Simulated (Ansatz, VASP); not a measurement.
# Cross-check of LiHClF between VASP and Ansatz

Wanted: the spread between two codes on one cell, functional and k mesh. The two relaxations start from unlike cells of this crystal (the structure described is Ansatz's start), so only their ends are compared.

Program: Ansatz 0.2.0. Level of theory: plane waves, with VASP 6.6.1 beside it; relaxation of cell and atoms at PBE. Results are calculated unless marked as measured.

The structure was built from a prototype and need not be the compound's stable phase.

## 1. Set-up

It takes space group R3m (No. 160, trigonal). Conventional cell: a = 3.369 Å, b = 3.369 Å, c = 15.043 Å, α = 90.00°, β = 90.00°, γ = 120.00°. Nearest to Cl lie 1 H at 1.30 Å and 3 Li at 2.29 Å. Nearest to F lie 1 H at 1.30 Å and 3 Li at 2.29 Å. Li has 3 Cl at 2.29 Å and 3 F at 2.29 Å nearest. Nearest to H lie 1 F at 1.30 Å and 1 Cl at 1.30 Å. As first built, before any earlier steps moved the atoms (in the runner's words): half of the F replaced by Cl in the R-3m structure of LiHF2. Farther neighbours and most contacts between anions are not listed.

## 2. Ansatz: relaxation of cell and atoms, PBE

Ansatz runs on its default PAW (the set named soft_2) files.

The relaxed volume is the usual yardstick between codes: in a stiff, nearly cubic crystal its relative difference is about their pressure difference at one cell divided by the bulk modulus.

The input, input.yaml:

```yaml
crystal:
  lattice:
    - [1.68461302, 0.97261178, 5.01449419]
    - [-1.68461302, 0.97261178, 5.01449419]
    - [0.0, -1.94522356, 5.01449419]
  atoms:
    - { symbol: Cl, position: [0.58669812, 0.58669812, 0.58669812] }
    - { symbol: F, position: [0.41330188, 0.41330188, 0.41330188] }
    - { symbol: Li, position: [0.0, 0.0, 0.0] }
    - { symbol: H, position: [0.5, 0.5, 0.5] }
kpoints:
  mp_grid: { grid: [8, 8, 8] }
scf:
  occupations: { method: fermi_dirac, width: 0.05 }
hamiltonian:
  xc: pbe
  pseudopotentials: { kind: paw }
output:
  forces: true
  stress: true
relax:
  f_tol: 0.02
  max_steps: 50
  cell: {}
```

Launch:

```bash
$ ansatz run input.yaml --threads 2 --pin off --max-ram 5120MiB --backend cpu --events-out ev --progress --plain --runs-dir out
```

Numbers of over 12 decimals in the logs are rounded to 6 here.

Output:

```text
basis.fft_grid_basis auto: the FFT boxes are laid along the combinations [[1, 0, -1], [0, 1, -1], [0, 0, 1]] of the cell's own vectors, 3.369, 3.369 and 5.379 Å long. The dense box has 24×24×36 points. Along the cell's own vectors, as sized, it would have 36×36×36, 2.25 times as many. Of the 6 symmetry operations that the crystal satisfies within crystal.symmetry.tolerance (time reversal apart; of a slab, those that  [...]
Engine: ansatz 0.2.0, aarch64-unknown-linux-gnu
Pseudopotentials: kind: paw
Pseudopotential: Cl, paw, valence charge 7, recommended cutoff 420 eV (normal), Cl.paw.azcp
Pseudopotential: F, paw, valence charge 7, recommended cutoff 420 eV (normal), F.paw.azcp
Pseudopotential: Li, paw, valence charge 3, recommended cutoff 420 eV (normal), Li.paw.azcp
Pseudopotential: H, paw, valence charge 1, recommended cutoff 420 eV (normal), H.paw.azcp
Functional definition: PBE
  parameter kappa = 0.804
  parameter beta = 0.066725
  exchange = pbe_x(kappa = kappa, mu = beta*pi^2/3)
  correlation = pbe_c(beta = beta)
Crystal: 4 atoms, lattice volume = 49.297 Å³
Basis set: ecut = 420 eV, 953 PW (Γ), FFT grids on a1−a3, a2−a3, a3, exchange–correlation on 48×48×72 points (8 copies of the dense FFT grid, shifted against one another)
Bands: 13, of which v1, the nominal top of the filled ones, is band 9 counted from 1 (8 counted from 0)
Symmetry: 6 space group operations
Space group: R3m (ITA 160), of the structure as read, at distance tolerance 3.7e-5 Å
k-points: 65 of 512 (time reversal used)
Non-local potential: Cl, projectors of the file, l = 0: 2, l = 1: 2, l = 2: 2
Non-local potential: F, projectors of the file, l = 0: 2, l = 1: 2, l = 2: 1
Non-local potential: Li, projectors of the file, l = 0: 3, l = 1: 2, l = 2: 1
Non-local potential: H, projectors of the file, l = 0: 2, l = 1: 1
PAW form: soft (Blöchl's): semilocal exchange-correlation on the pseudo side does not see the compensation charge
PAW one-centre angular grid: Cl, 110 points (default); XC on 64 Gauss nodes
PAW one-centre angular grid: F, 110 points (default); XC on 64 Gauss nodes
PAW one-centre angular grid: Li, 110 points (default); XC on 64 Gauss nodes
PAW one-centre angular grid: H, 110 points (default); XC on 64 Gauss nodes
Initial density: superposition of atomic densities (neutral atoms: chi_scale 0, normalization atom), corrected by the library's trained network
Initial wavefunctions: pseudopotential atomic-orbital guess
Functional: x = pbe(κ = 0.804, μ = 0.219515), c = pbe(β = 0.066725)
SCF iter   1: F=—  HF=-2111.659113 eV  |F-HF|=—  |Δ(HF+E_count)|=         —  Δρ=3.33e-3  dr2=4.93e-3  ethr=1.77e-3  ⟨swp⟩=6.4  Hψ=5221  notcnv=0
preconditioner: auto → none  [insulator: Δε(μ)=6.691 eV  Ē_g=15.882 eV  σ=0.050 eV  W_gap=1.00  n_scr=8 (ndim 8)  ℏωp=21.2 eV  f_vac=0.087  D(μ)=0.00/eV (n_scr^D=0)  ε∞_Penn≈2.8]
SCF iter   2: F=—  HF=-2111.656954 eV  |F-HF|=—  |Δ(HF+E_count)|=   2.16e-3  Δρ=1.78e-3  dr2=8.49e-4  ethr=2.74e-5  ⟨swp⟩=2.4  Hψ=1969  notcnv=0
SCF iter   3: F=—  HF=-2111.656866 eV  |F-HF|=—  |Δ(HF+E_count)|=   8.79e-5  Δρ=7.63e-4  dr2=1.54e-4  ethr=4.71e-6  ⟨swp⟩=2.2  Hψ=1368  notcnv=0
SCF iter   4: F=—  HF=-2111.656911 eV  |F-HF|=—  |Δ(HF+E_count)|=   4.48e-5  Δρ=3.17e-4  dr2=3.58e-5  ethr=8.55e-7  ⟨swp⟩=2.5  Hψ=1277  notcnv=0
SCF iter   5: F=—  HF=-2111.656992 eV  |F-HF|=—  |Δ(HF+E_count)|=   8.09e-5  Δρ=8.45e-5  dr2=1.62e-6  ethr=1.99e-7  ⟨swp⟩=2.0  Hψ=1234  notcnv=0
SCF iter   6: F=—  HF=-2111.656995 eV  |F-HF|=—  |Δ(HF+E_count)|=   2.77e-6  Δρ=2.21e-5  dr2=1.72e-7  ethr=9.01e-9  ⟨swp⟩=2.1  Hψ=1277  notcnv=0
SCF iter   7: F=-2111.656995 eV  HF=-2111.656995 eV  |F-HF|=1.48e-9  |Δ(HF+E_count)|=   2.26e-7  Δρ=4.62e-6  dr2=8.98e-9  ethr=5.56e-10  ⟨swp⟩=4.6  Hψ=2793  notcnv=0
SCF 1 converged in 7 iterations: F = -2111.656995 eV  dr2 = 8.98e-9
  greatest PAW one-centre occupation: 1.000 electrons in one spin orbital (limit 2), on the Li atom at site 2 (counted from 0), in its partial waves of l = 0
relax step   1: F+E_penalty+E_count = -2111.65699495 eV  Δ(F+E_penalty+E_count) = +0.000e0 eV  max|allowed force component| = 3.599e0 eV/Å  Δτ_max = 0.0000 Å  P = +8.630 GPa  Ω = 49.297 Å³  (7 SCF iters, dr2 threshold 1.00e-7 eV, accepted)
[...]
relax step  17: F+E_penalty+E_count = -2112.42102098 eV  Δ(F+E_penalty+E_count) = -1.089e-2 eV  max|allowed force component| = 6.257e-3 eV/Å  Δτ_max = 0.0000 Å  P = +0.071 GPa  Ω = 61.866 Å³  stress off target by 1.28e-1 GPa  SCF on the basis re-selected at this cell (its energy is not comparable with the rows above)  (7 SCF iters)
[...]
relax step  18: F+E_penalty+E_count = -2112.42031501 eV  Δ(F+E_penalty+E_count) = +7.060e-4 eV  max|allowed force component| = 6.531e-2 eV/Å  Δτ_max = 0.0103 Å  P = +0.080 GPa  Ω = 62.372 Å³  energy of the carried Pulay correction = -8.828e-4 eV  (5 SCF iters, dr2 threshold 4.13e-8 eV, accepted)
[...]
relax step  19: F+E_penalty+E_count = -2112.42035112 eV  Δ(F+E_penalty+E_count) = -3.611e-5 eV  max|allowed force component| = 3.866e-3 eV/Å  Δτ_max = 0.0009 Å  P = -0.006 GPa  Ω = 62.396 Å³  energy of the carried Pulay correction = -9.157e-4 eV  (4 SCF iters, dr2 threshold 2.67e-7 eV, accepted)
[...]
relax step  20: F+E_penalty+E_count = -2112.42129059 eV  Δ(F+E_penalty+E_count) = -9.395e-4 eV  max|allowed force component| = 4.233e-3 eV/Å  Δτ_max = 0.0000 Å  P = +0.000 GPa  Ω = 62.396 Å³  stress off target by 3.13e-2 GPa  SCF on the basis re-selected at this cell (its energy is not comparable with the rows above)  (5 SCF iters)
basis re-selected at this cell: Δ(F+E_penalty+E_count) = -9.395e-4 eV, ΔP = +0.006 GPa vs the last step (what re-selecting the basis moved, of the pressure what is left beyond the Pulay correction that the steps carried, after the strain that the cell walked since its last selection, with what the two solves' SCF thresholds leave and, on support functions, any second-order correction that the steps lacked; it is no m [...]
SCF converged after 5 iterations
Free energy (F): -2112.421291 eV
Harris-Foulkes:  -2112.421291 eV  (|F-HF|=8.47e-10)
Internal energy: -2112.421291 eV  (E = F + TS)
E sigma→0 (E₀):  -2112.421291 eV
Fermi energy:    2.085032 eV
--- Per-component energies (eV) ---
  E_band       = -201.218483
  E_kinetic    = 402.385766
  E_local      = -1182.219321  (includes V_loc(G=0)·N_el)
  E_nonlocal   = 70.161085
  E_hartree    = 417.247201
  E_xc         = -206.538286
  E_vxc        = -249.555323  (∫ρ·V_xc dr)
  E_paw        = -881.516774  (= ΣΔE_a)
  E_vpaw       = -76.486230  (= ΣTr[D̂ρ^β])
  E_aug_tail   = 0.001154  (compensation charges beyond the density's cutoff)
  E_ewald      = -731.942115
  E_smearing   = -0.000000  (= −TS)
  E_closure    = -0.000000  (closes the sum)
  Σ components = -2112.421291   (vs F -2112.421291, Δ=0.00e0)
--- Forces (eV/Å), atoms counted from 1 ---
  atom   1  Cl     0.00000000     0.00000000    -0.00271571
  atom   2  F      0.00000000    -0.00000000     0.00423335
  atom   3  Li     0.00000000     0.00000000     0.00056301
  atom   4  H      0.00000000    -0.00000000    -0.00207750
  max |Σ_I F_I| component: 3.15e-6 eV/Å
--- Stress (GPa, compression-positive) ---
        0.016017       0.000000      -0.000000
        0.000000       0.016017       0.000000
       -0.000000       0.000000      -0.031296
  P = ⅓ Tr σ = 0.0002 GPa (0.002 kbar)
--- Relaxed structure (17 steps of the walk, 16 accepted, 3 SCFs on fresh bases) ---
  F+E_penalty+E_count = -2112.42129059 eV   max|allowed force component| = 4.233e-3 eV/Å   (the final SCF, on the basis selected at the relaxed cell)
  cell:  # Å, volume = 62.3957 Å³
    - [1.853455, 1.070092, 5.243248]
    - [-1.853455, 1.070092, 5.243248]
    - [0, -2.140185, 5.243248]
  atoms:
    - { symbol: Cl, position: [0.598672, 0.598672, 0.598672] }
    - { symbol: F, position: [0.418776, 0.418776, 0.418776] }
    - { symbol: Li, position: [0.000341355, 0.000341355, 0.000341355] }
    - { symbol: H, position: [0.482211, 0.482211, 0.482211] }
```

The column dr2 measures how far the density is from self-consistency, as an energy; F and HF (Harris–Foulkes) agree once it is small.

## 3. VASP: relaxation of cell and atoms, PBE

Its own start cell and the same functional, mesh and smearing now go to VASP, with its own data sets.

Lines of VASP's logs that name or quote its potential files are left out, and so is its time.

The input, INCAR:

```
SYSTEM = LiHClF
PREC = Accurate
ENCUT = 750
EDIFF = 1E-07
NELM = 120
ISMEAR = -1
SIGMA = 0.05
LREAL = .FALSE.
ALGO = Normal
GGA = PE
NBANDS = 15
LORBIT = 11
LWAVE = .FALSE.
LCHARG = .FALSE.
ISIF = 3
IBRION = 2
NSW = 80
EDIFFG = -0.005
LASPH = .TRUE.
GGA_COMPAT = .FALSE.
NELMIN = 4
EFERMI = MIDGAP
KPAR = 2
```

The input, POSCAR:

```
LiHClF
1.0
    1.8332443960      1.0584244414      5.1983880929
   -1.8332443960      1.0584244414      5.1983880929
    0.0000000000     -2.1168488827      5.1983880929
Cl F Li H
1 1 1 1
Direct
    0.5971074136      0.5971074136      0.5971074136
    0.4175524763      0.4175524763      0.4175524763
    0.0028539344      0.0028539344      0.0028539344
    0.4824862422      0.4824862422      0.4824862422
```

The input, KPOINTS:

```
Automatic mesh
0
Gamma
8 8 8
0 0 0
```

PAW data sets: Cl, F, Li_sv and H (PBE family, release 64).

Launch:

```bash
$ mpirun -np 2 vasp_std
```

Output:

```text
[banner, memory and clock lines left out]
running    2 mpi-ranks, on    1 nodes
 distrk:  each k-point on    1 cores,    2 groups
 distr:  one band on    1 cores,    1 groups

 POSCAR found type information on POSCAR ClF LiH
 POSCAR found :  4 types and       4 ions
 LDA part: xc-table for (Slater+PW92), standard interpolation
 POSCAR, INCAR and KPOINTS ok, starting setup
 FFT: planning ... GRIDC
 FFT: planning ... GRID_SOFT
 FFT: planning ... GRID
 WAVECAR not read
 entering main loop
       N       E                     dE             d eps       ncg     rms          rms(c)
DAV:   1     0.123709916822E+03    0.12371E+03   -0.98413E+03  1950   0.144E+03
DAV:   2    -0.764918171016E+01   -0.13136E+03   -0.12548E+03  2564   0.265E+02
DAV:   3    -0.160119499680E+02   -0.83628E+01   -0.83269E+01  2745   0.708E+01
DAV:   4    -0.163831645507E+02   -0.37121E+00   -0.37096E+00  2844   0.128E+01
DAV:   5    -0.163878397683E+02   -0.46752E-02   -0.46749E-02  2747   0.146E+00    0.526E+00
DAV:   6    -0.157264420038E+02    0.66140E+00   -0.18450E+00  2384   0.106E+01    0.263E+00
DAV:   7    -0.156973089372E+02    0.29133E-01   -0.11683E-01  2657   0.255E+00    0.172E+00
DAV:   8    -0.156978728957E+02   -0.56396E-03   -0.35682E-02  2538   0.169E+00    0.396E-01
DAV:   9    -0.156999780579E+02   -0.21052E-02   -0.38256E-03  2139   0.538E-01    0.974E-02
DAV:  10    -0.157005807785E+02   -0.60272E-03   -0.49821E-04  2426   0.218E-01    0.668E-02
DAV:  11    -0.157007681481E+02   -0.18737E-03   -0.26126E-04  2118   0.152E-01    0.216E-02
DAV:  12    -0.157007764017E+02   -0.82537E-05   -0.33307E-05  2713   0.500E-02    0.723E-03
DAV:  13    -0.157007786450E+02   -0.22433E-05   -0.28462E-06  2237   0.169E-02    0.235E-03
DAV:  14    -0.157007789850E+02   -0.33991E-06   -0.50391E-07  2678   0.609E-03    0.135E-03
DAV:  15    -0.157007790229E+02   -0.37920E-07   -0.29089E-08  1780   0.173E-03
   1 F= -.15700779E+02 E0= -.15700779E+02  d E =-.157008E+02
 curvature:   0.00 expect dE= 0.000E+00 dE for cont linesearch  0.000E+00
 trial: gam= 0.00000 g(F)=  0.193E-05 g(S)=  0.204E-04 ort = 0.000E+00 (trialstep = 0.100E+01)
 search vector abs. value=  0.223E-04
 bond charge predicted
       N       E                     dE             d eps       ncg     rms          rms(c)
DAV:   1    -0.157009034439E+02   -0.12446E-03   -0.21798E-03  2006   0.401E-01    0.777E-02
DAV:   2    -0.157008070080E+02    0.96436E-04   -0.29828E-04  2447   0.149E-01    0.175E-02
DAV:   3    -0.157008013350E+02    0.56730E-05   -0.14965E-05  2363   0.293E-02    0.975E-03
DAV:   4    -0.157008000030E+02    0.13319E-05   -0.16747E-06  2657   0.986E-03    0.601E-03
DAV:   5    -0.157007991319E+02    0.87108E-06   -0.37873E-07  3170   0.464E-03    0.814E-04
DAV:   6    -0.157007991379E+02   -0.59158E-08   -0.36751E-08  1157   0.194E-03
   2 F= -.15700799E+02 E0= -.15700799E+02  d E =-.201150E-04
 trial-energy change:   -0.000020  1 .order   -0.000020   -0.000022   -0.000017
 step:   2.4569(harm=  4.2692)  dis= 0.00060  next Energy=   -15.700813 (dE=-0.339E-04)
 reached required accuracy - stopping structural energy minimisation
```

OUTCAR, selected parts (step 3):

```text
ion  position               nearest neighbor table
   1  0.597  0.597  0.597-   3 2.40   3 2.40   3 2.40
   2  0.418  0.418  0.418-   4 1.01
   3  0.003  0.003  0.003-   1 2.40   1 2.40   1 2.40
   4  0.482  0.482  0.482-   2 1.01

  LATTYP: Found a trigonal (rhomboedric) cell.
 ALAT       =     5.6128679014
 COS(alpha) =     0.7866457716

 Subroutine GETGRP returns: Found  6 space group operations
 (whereof  6 operations were pure point group operations)

The static configuration has the point symmetry C_3v.

 Found     65 irreducible k-points:

   k-points           NKPTS =     65   k-points in BZ     NKDIM =     65   number of bands    NBANDS=     15

   dimension x,y,z NGX =    50 NGY =   50 NGZ =   50
   dimension x,y,z NGXF=   100 NGYF=  100 NGZF=  100

   ENCUT  =  750.0 eV  55.12 Ry    7.42 a.u.  12.53 12.53 12.53*2*pi/ulx,y,z

   NELECT =      18.0000    total number of electrons

 k-points in reciprocal lattice and weights: Automatic mesh
   0.00000000  0.00000000  0.00000000       0.002
   0.12500000  0.00000000  0.00000000       0.012
   0.25000000  0.00000000  0.00000000       0.012
   0.37500000  0.00000000  0.00000000       0.012
   0.50000000  0.00000000  0.00000000       0.006
   0.12500000  0.12500000  0.00000000       0.012
   0.25000000  0.12500000  0.00000000       0.023
   0.37500000  0.12500000  0.00000000       0.023
   0.50000000  0.12500000  0.00000000       0.023
[...]
-0.37500000  0.50000000  0.37500000       0.012
   0.50000000  0.50000000  0.50000000       0.002

 average (electrostatic) potential at core
       1 -94.5371       2 -80.2057       3 -64.0365       4 -39.0822

 E-fermi :   1.1700

 k-point     1 :       0.0000    0.0000    0.0000
  band No.  band energies     occupation
    ...
      5      -4.4790      2.00000
      6      -4.4790      2.00000
      7      -2.4699      2.00000
      8      -1.4447      2.00000
      9      -1.4447      2.00000
     10       3.7599      0.00000
     11       6.8681      0.00000
     12       9.7144      0.00000
     13       9.7144      0.00000
     14      10.4132      0.00000
    ...

 k-point     2 :       0.1250    0.0000    0.0000
  band No.  band energies     occupation
    ...
      5      -4.5667      2.00000
      6      -4.4963      2.00000
      7      -2.4824      2.00000
      8      -1.7813      2.00000
      9      -1.5251      2.00000
     10       4.0719      0.00000
     11       7.3177      0.00000
     12       9.5026      0.00000
     13       9.9781      0.00000
     14      10.2606      0.00000
    ...

 k-point     3 :       0.2500    0.0000    0.0000
  band No.  band energies     occupation
    ...
      5      -4.7776      2.00000
      6      -4.5377      2.00000
      7      -2.6028      2.00000
      8      -2.3689      2.00000
      9      -1.7091      2.00000
     10       4.8164      0.00000
     11       7.9696      0.00000
     12       9.0233      0.00000
     13       9.5442      0.00000
     14      10.2594      0.00000
    ...

  Total        0.0188752      0.0188752      0.0153206      0.0000000      0.0000000      0.0000000
  in kB        0.4992637      0.4992640      0.4052401      0.0000000      0.0000000      0.0000000
  external PRESSURE =       0.4679226 kB  Pullay stress =       0.0000000 kB

  energy-cutoff  :      750.00
  volume of cell :       60.57
      direct lattice vectors                 reciprocal lattice vectors
     1.833773648  1.058730006  5.199847718     0.272661787  0.157421312  0.064104441
    -1.833773648  1.058730006  5.199847718    -0.272661787  0.157421312  0.064104441
    -0.000000000 -2.117460011  5.199847718     0.000000000 -0.314842624  0.064104441

 POSITION                                       TOTAL-FORCE (eV/Angst)
 -----------------------------------------------------------------------------------
     -0.00000      0.00000      9.31461        -0.000000      0.000000      0.001286
     -0.00000      0.00000      6.51387        -0.000000      0.000000      0.004782
     -0.00000      0.00000      0.04444         0.000000     -0.000000     -0.003525
     -0.00000      0.00000      7.52640         0.000000     -0.000000     -0.002543
 -----------------------------------------------------------------------------------
    total drift:                                0.000000     -0.000003      0.000580

  FREE ENERGIE OF THE ION-ELECTRON SYSTEM (eV)
  ---------------------------------------------------
  free  energy   TOTEN  =       -15.7007991379 eV

  energy  without entropy=      -15.7007991379  energy(sigma->0) =      -15.70079914

 reached required accuracy - stopping structural energy minimisation

 total charge
# of ion       s       p       d       tot
------------------------------------------
    1        1.588   3.605   0.000   5.193
    2        1.734   4.400   0.000   6.134
    3        2.007   0.033   0.000   2.040
    4        0.496   0.126   0.000   0.622
--------------------------------------------------
tot          5.826   8.165   0.000  13.991

[... 3 further parts left out ...]
```

CONTCAR:

```
LiHClF
   1.00000000000000
     1.8337736483434142    1.0587300056391877    5.1998477182468807
    -1.8337736483434142    1.0587300056391877    5.1998477182468807
    -0.0000000000000000   -2.1174600111783186    5.1998477182468754
  Cl              F               Li              H
     1     1     1     1
Direct
     0.5971075625731950    0.5971075625731950    0.5971075625731950
     0.4175680456305518    0.4175680456305518    0.4175680456305518
     0.0028489164894806    0.0028489164894806    0.0028489164894806
     0.4824755418067728    0.4824755418067728    0.4824755418067728
```

The run keeps the 6 symmetry operations of its start, so it cannot find a distortion of lower symmetry.

## 4. Differences

Known differences besides the potentials themselves: the cutoff is 420 eV in Ansatz and 750 eV in VASP; Ansatz adds a Pulay correction to the stress that steers its cell, VASP none. Total energies have different zeros and are not compared.

The two programs side by side:

| quantity | Ansatz | VASP | difference |
| --- | --- | --- | --- |
| volume (Å³) | 62.40 | 60.57 | +3.01 % |
| edge a after relaxation, in the typed setting (Å) | 5.663 | 5.614 | +0.87 % |

## 5. Summary of results

| Property | Result |
| --- | --- |
| difference in volume (relaxation of cell and atoms, PBE) | 3.0 % |

In words: The difference in volume is 3.0 % (relaxation of cell and atoms, PBE), beyond the 1.2 % picked in this series as the mark of a large difference, as far as the stopping tolerances let one tell. What causes the difference of the relaxation of cell and atoms, PBE pair stays open here. How closely two codes agree says nothing of how well the functional describes the real material.

[Lines on the potential files, build, host, timing and source positions are cut from VASP's logs without a mark.]

[Logs are printed without paths, hosts, clocks, repeated set-up lines and the standing remarks that a program may print on its own settings, such as how far it seeks lower states.]

[Hosts, paths, dates, database ids (printed as entryN), source tags and the programs' standing remarks are cut or masked in the printed files.]
